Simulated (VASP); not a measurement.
Crystal: Li7Sb.

```
CELL_PARAMETERS angstrom
2.85469 1.64815 3.75110
-2.85469 1.64815 3.75110
0.00000 -3.29631 3.75110
ATOMIC_POSITIONS crystal
Li 0.00000 0.00000 0.50000
Li 0.50000 0.00000 0.00000
Li 0.00000 0.50000 0.00000
Li 0.78642 0.78642 0.78642
Li 0.21358 0.21358 0.21358
Li 0.38422 0.38422 0.38422
Li 0.61578 0.61578 0.61578
Sb 0.00000 0.00000 0.00000
```

The cell was built by a generator and needn't be a form met in nature.

The cell isn't the ideal one: random cell by space group and Wyckoff sites (R-3m, No. 166).

| Quantity | Value |
| --- | --- |
| Program | VASP 6.6.1 |
| Task | relaxation of cell and atoms |
| Functional | PBE |
| Potentials or basis | VASP PAW PBE potentials, release 64 (Li_sv, Sb) |
| Cutoff | 600 eV |
| k mesh | 6 × 6 × 6 |
| Occupations | gaussian, width 0.1 eV |
| Spin | no spin polarisation |

At the start: pressure 21.2 GPa; volume 13.24 Å³/atom.

Q: Where does the relaxation end?

A: Over 24 steps the energy falls by 805.9 meV/atom and the volume is 16.38 Å³/atom (+23.8 %); space group R-3m (No. 166, to 0.05 Å).

The path:
| step | energy change (eV) | largest force (eV/Å) | pressure (GPa) | volume (Å³) |
| --- | --- | --- | --- | --- |
| 1 | 0.0000 | 1.9070 | 21.15 | 105.89 |
| 2 | -2.8902 | 0.9455 | 6.86 | 134.88 |
| 3 | -3.6425 | 1.0291 | 1.70 | 157.29 |
| 4 | -3.7495 | 1.1129 | -0.35 | 169.26 |
| 5 | -3.9340 | 0.9739 | -0.31 | 169.63 |
| 6 | -4.1638 | 0.5598 | -0.30 | 170.47 |
| 7 | -4.3173 | 0.4563 | -0.42 | 169.97 |
| 8 | -4.7645 | 0.2873 | -0.76 | 168.33 |
| 9 | -5.0433 | 1.2364 | -1.43 | 164.52 |
| 10 | -5.0731 | 0.8973 | -1.34 | 165.59 |
| 11 | -5.2737 | 0.8914 | -1.56 | 163.72 |
| 12 | -5.6654 | 0.8854 | -2.19 | 157.40 |
| 13 | -4.9193 | 3.1193 | -2.29 | 142.08 |
| 14 | -5.6506 | 1.0627 | -2.31 | 155.29 |
| 15 | -5.8271 | 0.6787 | -2.07 | 151.72 |
| 16 | -6.1958 | 0.4903 | -1.04 | 141.24 |
| 17 | -6.3154 | 0.7205 | 2.82 | 121.33 |
| 18 | -6.4077 | 0.2242 | 0.73 | 130.57 |
| 19 | -6.4159 | 0.1766 | 1.15 | 128.50 |
| 20 | -6.4441 | 0.1106 | 0.13 | 130.97 |
| 21 | -6.4455 | 0.0927 | -0.14 | 131.66 |
| 22 | -6.4469 | 0.0531 | -0.07 | 131.40 |
| 23 | -6.4473 | 0.0513 | -0.01 | 131.16 |
| 24 | -6.4476 | 0.0172 | 0.04 | 131.05 |

Final structure:
```xyz
8
Lattice="2.6551 1.5329 5.3661 -2.6551 1.5329 5.3661 0.0000 -3.0659 5.3661" Properties=species:S:1:pos:R:3 pbc="T T T"
Li    0.0000   -1.5329    2.6830
Li    1.3276    0.7665    2.6830
Li   -1.3276    0.7665    2.6830
Li    0.0000    0.0000   11.4062
Li    0.0000    0.0000    4.6920
Li    0.0000    0.0000    6.8487
Li    0.0000    0.0000    9.2495
Sb    0.0000    0.0000    0.0000
```

Caveat: the cutoff is under 1.25 times the usual one of these potentials, so pressure, stress and relaxed cells hold a basis-set (Pulay) error; the volume moved by over 15 % at a fixed basis, so the end points are rough.
